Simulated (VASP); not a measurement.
CdTe (zinc blende) is relaxed at rising pressure, each step from the one before. Symmetry mostly holds the structure type, and other phases were not tried. The mesh follows the cell, and a change of mesh leaves a small step in the series.

```cif
data_CdTe
_chemical_formula_sum 'Cd1 Te1'
_space_group_name_H-M_alt 'P 1'
_space_group_IT_number 1
_cell_length_a 4.68649
_cell_length_b 4.68649
_cell_length_c 4.68649
_cell_angle_alpha 60.000
_cell_angle_beta 60.000
_cell_angle_gamma 60.000
loop_
_space_group_symop_operation_xyz
  'x, y, z'
loop_
_atom_site_label
_atom_site_type_symbol
_atom_site_fract_x
_atom_site_fract_y
_atom_site_fract_z
_atom_site_occupancy
Cd1 Cd 0.00000 0.00000 0.00000 1
Te1 Te 0.25000 0.25000 0.25000 1
```

Calculation: PBE GGA, VASP's PBE PAW potentials (set 64) (plane waves; VASP). Settings: 500 eV cut-off, 7×7×7 Γ-centred mesh, Gaussian smearing of 0.050 eV, potentials Cd Te.

Unless said otherwise, spin-orbit coupling is left out, though it shifts the bands of the heavy elements here.

```tsv
P (GPa)	V (Å³/atom)	H − H(0) (eV/atom)	space group	gap on the mesh (eV)	k-mesh
0	36.39	0.000	F-43m	0.57	7×7×7
5	32.58	1.070	F-43m	0.91	7×7×7
10	30.27	2.047	F-43m	1.14	7×7×7
20	27.27	3.834	F-43m	1.47	8×8×8
30	?	?	F-43m	1.70	8×8×8
45	?	?	F-43m	1.48	8×8×8
```

Question: Complete the blanks.

Answer: 
- 30, V (Å³/atom): 25.31
- 30, H − H(0) (eV/atom): 5.471
- 45, V (Å³/atom): 23.30
- 45, H − H(0) (eV/atom): 7.742

Pressures at which the relaxation failed are left out.

The compound is CdTe in the zinc blende structure.
